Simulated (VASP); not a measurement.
Crystal: MgSn2N2.

```
CELL_PARAMETERS angstrom
1.75000 1.01036 8.40000
-1.75000 1.01036 8.40000
0.00000 -2.02073 8.40000
ATOMIC_POSITIONS crystal
Mg 0.00000 0.00000 0.00000
Sn 0.74400 0.74400 0.74400
Sn 0.25600 0.25600 0.25600
N 0.37300 0.37300 0.37300
N 0.62700 0.62700 0.62700
```

The cell was built by a generator and needn't be a form met in nature.

| Property | Result |
| --- | --- |
| Program | VASP 6.6.1 |
| Task | relaxation of cell and atoms |
| Functional | PBE |
| Potentials or basis | VASP PAW PBE potentials, release 64 (Mg, Sn_d, N) |
| Cutoff | 520 eV |
| k mesh | 5 × 5 × 5 |
| Occupations | gaussian, width 0.15 eV |
| Spin | no spin polarisation |

At the start: pressure 13.2 GPa; volume 17.82 Å³/atom.

How do energy, volume and symmetry change on relaxing?

Over 13 steps the energy falls by 524.3 meV/atom and the volume is 18.41 Å³/atom (+3.3 %); space group R-3m (No. 166, to 0.05 Å).

The path:
| step | energy change (eV) | largest force (eV/Å) | pressure (GPa) | volume (Å³) |
| --- | --- | --- | --- | --- |
| 1 | 0.0000 | 4.2040 | 13.23 | 89.11 |
| 2 | -1.0976 | 1.5374 | -9.53 | 109.24 |
| 3 | -1.3175 | 0.9645 | -5.42 | 102.90 |
| 4 | -2.1272 | 1.5880 | -5.80 | 99.09 |
| 5 | -2.2309 | 1.8554 | -5.74 | 97.53 |
| 6 | -2.5195 | 0.6208 | 5.98 | 86.91 |
| 7 | -2.5787 | 0.6366 | 2.49 | 89.70 |
| 8 | -2.5783 | 0.6777 | 1.61 | 89.93 |
| 9 | -2.6184 | 0.1397 | -0.46 | 91.89 |
| 10 | -2.6182 | 0.1135 | 0.32 | 91.89 |
| 11 | -2.6200 | 0.1564 | -0.11 | 92.16 |
| 12 | -2.6200 | 0.1509 | -0.12 | 92.12 |
| 13 | -2.6214 | 0.0503 | 0.06 | 92.06 |

Final structure:
```xyz
5
Lattice="1.6254 0.9384 10.0597 -1.6254 0.9384 10.0597 0.0000 -1.8768 10.0597" Properties=species:S:1:pos:R:3 pbc="T T T"
Mg    0.0000    0.0000    0.0000
Sn    0.0000    0.0000   22.7238
Sn    0.0000    0.0000    7.4552
N     0.0000    0.0000   11.3538
N     0.0000    0.0000   18.8252
```
